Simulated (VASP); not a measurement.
Given:

```
CELL_PARAMETERS angstrom
      0.00000     2.53620     2.53620
      2.53620     0.00000     2.53620
      2.53620     2.53620     0.00000
ATOMIC_POSITIONS crystal
  Hf 0.00000 0.00000 0.00000
  O  0.25000 0.25000 0.25000
  O  0.75000 0.75000 0.75000
```

Calculation: PBE GGA, VASP's PBE PAW potentials (set 64) (plane waves; VASP). Numerical set-up: 530 eV cut-off, 7×7×7 Γ-centred mesh, Gaussian smearing of 0.050 eV, potentials Hf_pv O.

Question: Predict the energy per atom (σ→0).

Answer: 
The energy per atom (σ→0) comes out as -10.083 eV/atom.

Total energies compare only between runs with the same potentials, cut-off and functional.

The compound is HfO2 in the fluorite structure, the high-temperature cubic form, which is unstable at 0 K; the monoclinic form is the stable one. It was relaxed first. The start is the result of an earlier pass.
